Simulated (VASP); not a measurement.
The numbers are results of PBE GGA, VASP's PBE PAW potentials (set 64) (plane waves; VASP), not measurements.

The input files of a VASP run:

### KPOINTS
```
Automatic mesh
0
Gamma
15 15 15
0 0 0
```

**INCAR**
```
# general
SYSTEM =V
PREC   =Accurate
ENCUT  =400
LREAL  =.FALSE.   # projection in real space or not
LASPH  =.TRUE.
ADDGRID=.TRUE.

# electronic loop
EDIFF  =1E-6
NELM   =100   # most electronic steps
ALGO   =Normal
LMAXMIX=4

# smearing
ISMEAR =1
SIGMA  =0.1   # width (eV)

# functional
GGA    =PE   # PBE

# ions
ISIF   =2

# output
LWAVE  =.FALSE.
LCHARG =.FALSE.
```

### POSCAR
```
V
1
   -1.5150000000     1.5150000000     1.5150000000
    1.5150000000    -1.5150000000     1.5150000000
    1.5150000000     1.5150000000    -1.5150000000
V
1
Direct
  0.0000000000   0.0000000000   0.0000000000
```

POTCAR, in this order: V_sv (PBE.64 set). Program: vasp_std.

The resulting files:

**OSZICAR**
```
       N       E                     dE             d eps       ncg     rms          rms(c)
DAV:   1     0.719597935680E+02    0.71960E+02   -0.64740E+03  2402   0.118E+03
DAV:   2    -0.921097789621E+01   -0.81171E+02   -0.79468E+02  2466   0.332E+02
DAV:   3    -0.104285419096E+02   -0.12176E+01   -0.11942E+01  2538   0.478E+01
DAV:   4    -0.104356926313E+02   -0.71507E-02   -0.71481E-02  2430   0.385E+00
DAV:   5    -0.104357625263E+02   -0.69895E-04   -0.69895E-04  2500   0.382E-01    0.175E+01
DAV:   6    -0.901151373318E+01    0.14242E+01   -0.60417E+00  2410   0.362E+01    0.143E+00
DAV:   7    -0.899375923228E+01    0.17755E-01   -0.20530E-02  2414   0.231E+00    0.913E-01
DAV:   8    -0.898498744102E+01    0.87718E-02   -0.65573E-03  2420   0.132E+00    0.504E-02
DAV:   9    -0.898502636835E+01   -0.38927E-04   -0.66518E-05  2414   0.129E-01    0.270E-02
DAV:  10    -0.898502813626E+01   -0.17679E-05   -0.55998E-06  2436   0.291E-02    0.131E-03
DAV:  11    -0.898502888520E+01   -0.74894E-06   -0.11295E-07  1200   0.526E-03
   1 F= -.89850289E+01 E0= -.89852856E+01  d E =0.770027E-03
```

**OUTCAR**
```
------------------------ aborting loop because EDIFF is reached ----------------------------------------
  FORCE on cell =-STRESS in cart. coord.  units (eV):
  Direction    XX          YY          ZZ          XY          YZ          ZX
  --------------------------------------------------------------------------------------
  Total       -0.6333043     -0.6333043     -0.6333043      0.0000000      0.0000000      0.0000000
  in kB      -72.9499726    -72.9499726    -72.9499726      0.0000000      0.0000000      0.0000000
  external PRESSURE =     -72.9499726 kB  Pullay stress =       0.0000000 kB
  volume of cell :       13.91
      direct lattice vectors                 reciprocal lattice vectors
    -1.515000000  1.515000000  1.515000000     0.000000000  0.330033003  0.330033003
     1.515000000 -1.515000000  1.515000000     0.330033003  0.000000000  0.330033003
     1.515000000  1.515000000 -1.515000000     0.330033003  0.330033003  0.000000000
 POSITION                                       TOTAL-FORCE (eV/Angst)
 -----------------------------------------------------------------------------------
      0.00000      0.00000      0.00000         0.000000     -0.000000      0.000000
 -----------------------------------------------------------------------------------
    total drift:                                0.000000      0.000000      0.000000
  FREE ENERGIE OF THE ION-ELECTRON SYSTEM (eV)
  ---------------------------------------------------
  free  energy   TOTEN  =        -8.9850288852 eV

  energy  without entropy=       -8.9857989124  energy(sigma->0) =       -8.98528556
```
(Selected blocks of OUTCAR.)

The compound is V in the bcc structure. The cell was not relaxed at this level. The run is one of a series of settings (ADDGRID = .TRUE. against the base run), some of them coarse on purpose. The run is not spin-polarised, so no magnetic state was tried.
